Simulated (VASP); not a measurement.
```
Be2Hf
1.0
    3.77950     0.00000     0.00000
   -1.88975     3.27314     0.00000
    0.00000     0.00000     3.16996
Hf Be
1 2
Direct
  0.00000   0.00000   0.00000
  0.33333   0.66667   0.50000
  0.66667   0.33333   0.50000
```

Level of theory: LDA (Ceperley-Alder, Perdew-Zunger), VASP's LDA PAW potentials (set 64) (plane waves; VASP). Run with 300 eV cut-off, 10×10×10 Γ-centred mesh, Gaussian smearing of 0.050 eV, potentials Hf_pv Be.

### Question
Give the energies of bands 4 to 10 at the high-symmetry points, in eV from the Fermi level.

### Answer

```
band      Γ      M      K      A      L      H
----  -----  -----  -----  -----  -----  -----
4     -7.91  -5.34  -4.12  -4.74  -4.11  -3.48
5     -1.03  -3.94  -3.61  -3.81  -1.93  -3.48
6     -1.03  -0.91  -3.61   0.41  -1.74  -0.93
7     -0.42   0.19   2.07   0.41  -1.51  -0.93
8      3.83   1.48   2.30   1.75  -0.58  -0.57
9      4.51   3.58   2.30   1.75   4.41   3.20
10     4.51   3.75   3.18   2.80   4.75   6.30
```

It has no gap at this level: it comes out as a metal or semimetal.

The structure comes from a computed database's HfBe2 entry (P6/mmm); how it stands against other phases isn't given here. The cell was not relaxed at this level.
